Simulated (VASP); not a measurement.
The system is CdTe.

```xyz
2
Lattice="0.0000 3.2050 3.2050 3.2050 0.0000 3.2050 3.2050 3.2050 0.0000" Properties=species:S:1:pos:R:3 pbc="T T T"
Cd    0.0000    0.0000    0.0000
Te    1.6025    1.6025    1.6025
```

- Program: VASP 6.6.1
- Task: relaxation of cell and atoms
- Functional: r2SCAN
- Potentials or basis: VASP PAW PBE potentials, release 64 (Cd, Te)
- Cutoff: 600 eV
- k mesh: 8 × 8 × 8
- Occupations: gaussian, width 0.03 eV
- Spin: no spin polarisation

At the start: pressure 3.3 GPa; volume 32.92 Å³/atom.

Problem. How do energy, volume and symmetry change on relaxing?

Solution. Over 3 steps the energy falls by 23.1 meV/atom and the volume is 35.30 Å³/atom (+7.2 %); space group F-43m (No. 216, to 0.05 Å).

The path:
| step | energy change (eV) | largest force (eV/Å) | pressure (GPa) | volume (Å³) |
| --- | --- | --- | --- | --- |
| 1 | 0.0000 | 0.0000 | 3.32 | 65.84 |
| 2 | -0.0398 | 0.0000 | -1.02 | 72.57 |
| 3 | -0.0462 | 0.0000 | 0.01 | 70.60 |

Final structure:
```
Cd Te
1.0
     0.00000    3.28041    3.28041
     3.28041    0.00000    3.28041
     3.28041    3.28041    0.00000
Cd Te
1 1
Direct
  0.00000 0.00000 0.00000
  0.25000 0.25000 0.25000
```

Caveat: the PAW data sets were made with another functional, which shifts forces and pressure a little.
